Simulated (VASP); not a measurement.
# SrAl in VASP: a series of runs

Runs on SrAl. Level: PBE. Tasks: single point.

Everything below comes from runs of VASP 6.6.1. Logs are shortened: lines on timing, memory, paths and dates and some standing lists are left out, and cuts for length are marked.

### Step 1. The structure

The cell holds a sheet with vacuum, 2 atoms: a = 3.668 Å, b = 3.668 Å, c = 30.263 Å, α = 90.00°, β = 90.00°, γ = 120.00°.

The cell was built by a generator and needn't be a form met in nature.

### Step 2. Single point, PBE

Input file INCAR:

```
SYSTEM = SrAl
  PREC = Accurate
  ENCUT = 520
  EDIFF = 1E-6
  ISMEAR = 0
  SIGMA = 0.1
  LREAL = .False.
  LASPH = .True.
  NELM = 100
  ALGO = Fast
  ISIF = 2
  LWAVE = .False.
  LCHARG = .False.
  LDIPOL = .True.
  IDIPOL = 3
  DIPOL = 0.5 0.5 0.281
  GGA = PE
  NBANDS = 14
```

Input file KPOINTS:

```
regular mesh
0
Gamma
  18 18 1
  0 0 0
```

Input file POSCAR:

```
SrAl
1.0
    3.6678825550      0.0000003160      0.0000000000
   -1.8339415512      3.1764793127      0.0000000000
    0.0000000000      0.0000000000     30.2631027712
Sr Al
1 1
Direct
    0.0000000000      0.0000000000      0.2261591112
    0.0000000000      0.0000000000      0.3355810425
```

Potentials or basis: VASP PAW PBE potentials, release 64 (Sr_sv, Al).

Command:

```
$ cat potpaw_PBE.64/Sr_sv/POTCAR potpaw_PBE.64/Al/POTCAR > POTCAR
$ mpirun -np 1 vasp_std > vasp.out
```

OUTCAR:

```text
SYSTEM = SrAl
   PREC = Accurate
   ENCUT = 520
   EDIFF = 1E-6
   ISMEAR = 0
   LREAL = .False.
   LASPH = .True.
   NELM = 100
   ISIF = 2
   GGA = PE

 ion  position               nearest neighbor table
   1  0.000  0.000  0.226-   2 3.31
   2  0.000  0.000  0.336-   1 3.31

  LATTYP: Found a hexagonal cell.
 ALAT       =     3.6678825550
 C/A-ratio  =     8.2508374566

  Lattice vectors:

 A1 = (   3.6678825550,   0.0000003160,   0.0000000000)
 A2 = (  -1.8339415512,   3.1764793127,   0.0000000000)
 A3 = (   0.0000000000,   0.0000000000,  30.2631027712)

Analysis of symmetry for initial positions (statically):
=====================================================================
 Subroutine PRICEL returns:
 Original cell was already a primitive cell.

 Routine SETGRP: Setting up the symmetry group for a
 hexagonal supercell.

 Subroutine GETGRP returns: Found 12 space group operations
 (whereof 12 operations were pure point group operations)
 out of a pool of 24 trial point group operations.

The static configuration has the point symmetry C_6v.

Analysis of symmetry for dynamics (positions and initial velocities):
=====================================================================
 Subroutine PRICEL returns:
 Original cell was already a primitive cell.

 Routine SETGRP: Setting up the symmetry group for a
 hexagonal supercell.

 Subroutine GETGRP returns: Found 12 space group operations
 (whereof 12 operations were pure point group operations)
 out of a pool of 24 trial point group operations.

The dynamic configuration has the point symmetry C_6v.

 Subroutine INISYM returns: Found 12 space group operations
 (whereof 12 operations are pure point group operations),
 and found     1 'primitive' translations

----------------------------------------------------------------------------------------

                                     Primitive cell

  volume of cell :     352.5940

  direct lattice vectors                    reciprocal lattice vectors
     3.667882555  0.000000316  0.000000000     0.272636851  0.157406991  0.000000000
    -1.833941551  3.176479313  0.000000000    -0.000000027  0.314813934  0.000000000
     0.000000000  0.000000000 30.263102771     0.000000000  0.000000000  0.033043538

  length of vectors
     3.667882555  3.667882555 30.263102771     0.314813934  0.314813934  0.033043538

  position of ions in fractional coordinates (direct lattice)
[... 97 lines left out ...]
   IMIX   =      4    mixing-type and parameters
     AMIX     =   0.40;   BMIX     =  1.00
     AMIX_MAG =   1.60;   BMIX_MAG =  1.00
  volume/ion in A,a.u.               =     176.30      1189.71
  Fermi-wavevector in a.u.,A,eV,Ry     =   0.544876  1.029666  4.039431  0.296890
  Thomas-Fermi vector in A             =   1.573993
   LORBIT       =      0    0 simple, 1 ext, 2 COOP (PROOUT), +10 PAW based schemes
   GGA     = PE    functional components
   LHFCALC =     F    Hartree Fock is set to
   AEXX    =    0.0000 exact exchange contribution
   IVDW    =     0    specifies the selected vdW correction
   LEPSILON=     F    determine dielectric tensor
   LRPA    =     F    only Hartree local field effects (RPA)
 non-spin polarized calculation
 RMM-DIIS sequential band-by-band and
 Gauss-broadening in eV      SIGMA  =   0.10
  energy-cutoff  :      520.00
  volume of cell :      352.59
 maximum number of plane-waves:      9543
 NGX is ok and might be reduce to    28
   NGX = 13   NGY = 13   NGZ =113

 dipolmoment           0.000000      0.000000     -0.000002 electrons x Angstroem

 number of electron      13.0000000 magnetization

 dipolmoment           0.000000      0.000000      0.084195 electrons x Angstroem

 Free energy of the ion-electron system (eV)
  ---------------------------------------------------
  ext. energy  EPLUGINS =         0.00000000
  ---------------------------------------------------
  free energy    TOTEN  =        -3.21119259 eV

  energy without entropy =       -3.19979017  energy(sigma->0) =       -3.20549138

 E-fermi :  -2.2335     XC(G=0):  -2.2644

 val. band max:       -2.2655022221   @ k =   0.1667   0.1111   0.0000
 cond. band min:      -2.2309515747   @ k =   0.3333   0.1667   0.0000
 fundamental gap:      0.0345506474
 Fermi energy:        -2.2334747368

 k-point     1 :       0.0000    0.0000    0.0000
  band No.  band energies     occupation
      1     -38.5933      2.00000
      2     -20.6740      2.00000
      3     -20.2915      2.00000
      4     -20.2915      2.00000
      5      -8.0212      2.00000
      6      -5.0136      2.00000
      7      -2.8266      2.00000
      8      -1.7474      0.00000
      9       0.5639      0.00000
     10       0.6546      0.00000
     11       0.6546      0.00000
     12       1.1307      0.00000
     13       2.1274      0.00000
     14       2.6919      0.00000
[... 377 lines left out ...]
      1     -38.5262      2.00000
      2     -20.8872      2.00000
      3     -20.5727      2.00000
      4     -20.4808      2.00000
      5      -5.4814      2.00000
      6      -3.1664      2.00000
      7      -2.4572      1.99845
      8      -1.3934      0.00000
      9      -1.0076      0.00000
     10      -0.1664      0.00000
     11       0.3211      0.00000
     12       1.1871      0.00000
     13       1.9470      0.00000
     14       3.0778      0.00000

 [... further k-points ...]

------------------------ aborting loop because EDIFF is reached ----------------------------------------

 vacuum level on the upper side and lower side of the slab       (xc-potential included)         0.640        -0.645

  FORCE on cell =-STRESS in cart. coord.  units (eV):
  Direction    XX          YY          ZZ          XY          YZ          ZX
  --------------------------------------------------------------------------------------
  -------------------------------------------------------------------------------------
  Total       -0.0032959     -0.0032959      0.0098087      0.0000000      0.0000000      0.0000000
  in kB       -0.0149766     -0.0149766      0.0445706      0.0000000      0.0000000      0.0000000
  external PRESSURE =       0.0048725 kB  Pullay stress =       0.0000000 kB

 VOLUME and BASIS-vectors are now :
 -----------------------------------------------------------------------------
  energy-cutoff  :      520.00
  volume of cell :      352.59
      direct lattice vectors                 reciprocal lattice vectors
     3.667882555  0.000000316  0.000000000     0.272636851  0.157406991  0.000000000
    -1.833941551  3.176479313  0.000000000    -0.000000027  0.314813934  0.000000000
     0.000000000  0.000000000 30.263102771     0.000000000  0.000000000  0.033043538

 POSITION                                       TOTAL-FORCE (eV/Angst)
 -----------------------------------------------------------------------------------
      0.00000      0.00000      6.84428        -0.000000     -0.000000     -0.003083
      0.00000      0.00000     10.15572         0.000000      0.000000      0.003083
 -----------------------------------------------------------------------------------
    total drift:                               -0.000000     -0.000000      0.000664

  FREE ENERGIE OF THE ION-ELECTRON SYSTEM (eV)
  ---------------------------------------------------
  free  energy   TOTEN  =        -3.2111925883 eV

  energy  without entropy=       -3.1997901686  energy(sigma->0) =       -3.20549138

 vacuum level on the upper side and lower side of the slab         1.981         0.672
```

stdout:

```text
POSCAR found type information on POSCAR SrAl
 POSCAR found :  2 types and       2 ions
 scaLAPACK will be used
 LDA part: xc-table for (Slater+PW92), standard interpolation
 POSCAR, INCAR and KPOINTS ok, starting setup
 FFT: planning ... GRIDC
 FFT: planning ... GRID_SOFT
 FFT: planning ... GRID
 WAVECAR not read
 entering main loop
```

It took 3.6 min on 1 thread of Intel Xeon 6975P-C (Granite Rapids), shared host; peak memory 0.55 GiB.

Results:

```
Free energy            : -3.2112 eV
Largest force          : 0.003 eV/Å
Band gap on the k mesh : none (metal or under the smearing width)
```

Forces on the atoms (eV/Å):
```
Sr   0.000  0.000 -0.003
Al   0.000  0.000  0.003
```

### Step 3. Single point, PBE

This run uses another cell than the first one, of 169.40 Å³/atom, 0.961 times its volume.

Input file INCAR:

```
SYSTEM = SrAl
  ALGO = Fast
  DIPOL = 0.5 0.5 0.293
  EDIFF = 1E-6
  ENCUT = 520
  GGA = PE
  IDIPOL = 3
  ISIF = 2
  ISMEAR = 0
  LASPH = .True.
  LCHARG = .False.
  LDIPOL = .True.
  LREAL = .False.
  LWAVE = .False.
  NBANDS = 14
  NELM = 100
  PREC = Accurate
  SIGMA = 0.1
```

Input file KPOINTS:

```
k-points
0
Gamma
  18 18 1
  0 0 0
```

Input file POSCAR:

```
SrAl
1.0
    3.6732037059      0.0000003165      0.0000000000
   -1.8366021270      3.1810875643      0.0000000000
    0.0000000000      0.0000000000     28.9947423600
Sr Al
1 1
Direct
    0.0000000000      0.0000000000      0.2374300907
    0.0000000000      0.0000000000      0.3488831033
```

Potentials or basis: VASP PAW PBE potentials, release 64 (Sr_sv, Al).

Command:

```
$ cat potpaw_PBE.64/Sr_sv/POTCAR potpaw_PBE.64/Al/POTCAR > POTCAR
$ mpirun -np 1 vasp_std > vasp.out
```

It took 3.1 min on 1 thread of Intel Xeon 6975P-C (Granite Rapids), shared host; peak memory 0.53 GiB.

It converged, with:

```yaml
Free_energy: -3.2064 eV
Largest_force: 0.121 eV/Å
Band_gap_on_the_k_mesh: none (metal or under the smearing width)
```

Forces on the atoms (eV/Å):
```
Sr   0.000  0.000 -0.121
Al   0.000  0.000  0.121
```

Levels at points of the mesh, in eV from the Fermi level:
```
           k point  band 3  band 4  band 5  band 6  band 7  band 8  band 9  band 10  band 11  band 12
(0.00, 0.00, 0.00)  -18.04  -18.04   -5.81   -2.75   -0.56    0.49    2.80     2.90     2.90     3.42
(0.50, 0.00, 0.00)  -18.32  -18.19   -3.16   -1.38   -0.42    0.82    1.36     2.04     3.29     3.54
```

(Continued in part 2 of 2.)
